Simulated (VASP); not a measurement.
VASP ran on this input.

### POSCAR
```
InAs
1
    0.0000000000     3.0906000000     3.0906000000
    3.0906000000     0.0000000000     3.0906000000
    3.0906000000     3.0906000000     0.0000000000
In As
1 1
Direct
  0.0000000000   0.0000000000   0.0000000000
  0.2500000000   0.2500000000   0.2500000000
```

INCAR:
```
SYSTEM = InAs
PREC = Accurate
ENCUT = 400
EDIFF = 1E-6
NELM = 100
ALGO = Normal
LREAL = .FALSE.
LASPH = .TRUE.
ISMEAR = 1
SIGMA = 1.0
GGA = PE
LMAXMIX = 4
LWAVE = .FALSE.
LCHARG = .FALSE.
ISIF = 2
```

KPOINTS:
```
Automatic mesh
0
Gamma
6 6 6
0 0 0
```

POTCAR, in this order: In_d As (PBE.64 set). Program: vasp_std.

The run wrote:

**standard output**
```
 POSCAR found type information on POSCAR InAs
 POSCAR found :  2 types and       2 ions
 Reading from existing POTCAR
 Reading from existing POTCAR
 LDA part: xc-table for (Slater+PW92), standard interpolation
 POSCAR, INCAR and KPOINTS ok, starting setup
 WAVECAR not read
 entering main loop
       N       E                     dE             d eps       ncg     rms          rms(c)
DAV:   1     0.105946055168E+03    0.10595E+03   -0.74267E+03   421   0.121E+03
DAV:   2    -0.595761602110E+00   -0.10654E+03   -0.10417E+03   431   0.291E+02
DAV:   3    -0.773625595510E+01   -0.71405E+01   -0.71006E+01   546   0.850E+01
DAV:   4    -0.791996085321E+01   -0.18370E+00   -0.18360E+00   520   0.159E+01
DAV:   5    -0.792589562709E+01   -0.59348E-02   -0.59346E-02   545   0.232E+00    0.406E+00
DAV:   6    -0.768464239839E+01    0.24125E+00   -0.44879E-01   619   0.118E+01    0.230E+00
DAV:   7    -0.766496593822E+01    0.19676E-01   -0.13036E-01   572   0.331E+00    0.692E-01
DAV:   8    -0.766625409199E+01   -0.12882E-02   -0.12661E-02   481   0.161E+00    0.179E-01
DAV:   9    -0.766699352281E+01   -0.73943E-03   -0.13574E-03   496   0.463E-01    0.112E-01
DAV:  10    -0.766710761884E+01   -0.11410E-03   -0.16668E-04   542   0.156E-01    0.742E-02
DAV:  11    -0.766715302753E+01   -0.45409E-04   -0.14815E-04   446   0.128E-01    0.538E-02
DAV:  12    -0.766715440708E+01   -0.13796E-05   -0.95531E-06   461   0.262E-02    0.165E-02
DAV:  13    -0.766715464048E+01   -0.23340E-06   -0.18602E-06   452   0.903E-03
   1 F= -.76671546E+01 E0= -.77039290E+01  d E =0.110323E+00
```

### OUTCAR
```
------------------------ aborting loop because EDIFF is reached ----------------------------------------
  FORCE on cell =-STRESS in cart. coord.  units (eV):
  Direction    XX          YY          ZZ          XY          YZ          ZX
  --------------------------------------------------------------------------------------
  Total       -0.0149823     -0.0149823     -0.0149823      0.0000000      0.0000000      0.0000000
  in kB       -0.4065643     -0.4065643     -0.4065643      0.0000000      0.0000000      0.0000000
  external PRESSURE =      -0.4065643 kB  Pullay stress =       0.0000000 kB
  volume of cell :       59.04
      direct lattice vectors                 reciprocal lattice vectors
     0.000000000  3.090600000  3.090600000    -0.161780884  0.161780884  0.161780884
     3.090600000  0.000000000  3.090600000     0.161780884 -0.161780884  0.161780884
     3.090600000  3.090600000  0.000000000     0.161780884  0.161780884 -0.161780884
  FREE ENERGIE OF THE ION-ELECTRON SYSTEM (eV)
  ---------------------------------------------------
  free  energy   TOTEN  =        -7.6671546405 eV

  energy  without entropy=       -7.7774776817  energy(sigma->0) =       -7.70392899
```
(Selected blocks of OUTCAR.)

Question: Read input and log: which fault does this run have?
A) a metal was run with a tiny SIGMA on a coarse mesh
B) selective dynamics freezes every atom
C) the mesh has unequal divisions along equivalent axes and breaks the lattice's symmetry
D) SIGMA is far too large

Answer: D, SIGMA is far too large. The run ends without an error. Against the sound run, the energy per atom (σ→0) falls by 0.001 eV/atom; the pressure falls by 0.25 GPa.

To mend it, set ISMEAR = 0, set SIGMA = 0.05.

The mended run (PBE GGA, plane waves, VASP's PBE PAW potentials (set 64)) converges, and its OSZICAR ends with
```
   1 F= -.77022250E+01 E0= -.77020464E+01  d E =-.357089E-03
```

The compound is InAs in the zinc blende structure. The cell was not relaxed at this level.
